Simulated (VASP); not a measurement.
The system is As3Ru.

```
As Ru
1.0
     6.03641    0.00000    0.00000
    -3.01821    5.22769    0.00000
     0.00000    0.00000    4.84515
As Ru
6 2
Direct
  0.83300 0.66600 0.25000
  0.16700 0.83300 0.75000
  0.33400 0.16700 0.25000
  0.16700 0.33400 0.75000
  0.83300 0.16700 0.25000
  0.66600 0.83300 0.75000
  0.33333 0.66667 0.25000
  0.66667 0.33333 0.75000
```

The cell was built by a generator and needn't be a form met in nature.

| Quantity | Value |
| --- | --- |
| Program | VASP 6.6.1 |
| Task | relaxation of cell and atoms |
| Functional | PBE |
| Potentials or basis | VASP PAW PBE potentials, release 64 (As, Ru_pv) |
| Cutoff | 600 eV |
| k mesh | 3 × 3 × 4 |
| Occupations | gaussian, width 0.1 eV |
| Spin | no spin polarisation |

At the start: pressure -10.3 GPa; volume 19.11 Å³/atom.

**Question.** How do energy, volume and symmetry change on relaxing?

**Answer.** Over 12 steps the energy falls by 242.2 meV/atom and the volume is 18.48 Å³/atom (-3.3 %); space group P6_3/mmc (No. 194, to 0.05 Å).

The path:
```tsv
step	energy change (eV)	largest force (eV/Å)	pressure (GPa)	volume (Å³)
1	0.0000	1.1991	-10.25	152.90
2	-0.7732	1.0346	9.87	127.40
3	-0.9043	1.2448	2.74	133.45
4	-1.2966	0.4653	4.34	133.03
5	-1.3892	0.0378	6.57	132.73
6	-1.6970	0.0919	-0.06	141.19
7	-1.7397	0.2090	-3.00	146.43
8	-1.8933	0.0670	-1.31	146.70
9	-1.9336	0.0698	0.19	146.76
10	-1.9349	0.1023	0.61	146.76
11	-1.9349	0.0948	0.50	146.76
12	-1.9377	0.0109	-0.21	147.83
```

Final structure:
```
As Ru
1.0
     6.31317    0.00000    0.00000
    -3.15659    5.46737    0.00000
     0.00000    0.00000    4.28280
As Ru
6 2
Direct
  0.80629 0.61258 0.25000
  0.19371 0.80629 0.75000
  0.38742 0.19371 0.25000
  0.19371 0.38742 0.75000
  0.80629 0.19371 0.25000
  0.61258 0.80629 0.75000
  0.33333 0.66667 0.25000
  0.66667 0.33333 0.75000
```

Caveat: the k mesh is coarse (spacing up to 0.40 Å⁻¹), so the values aren't converged.
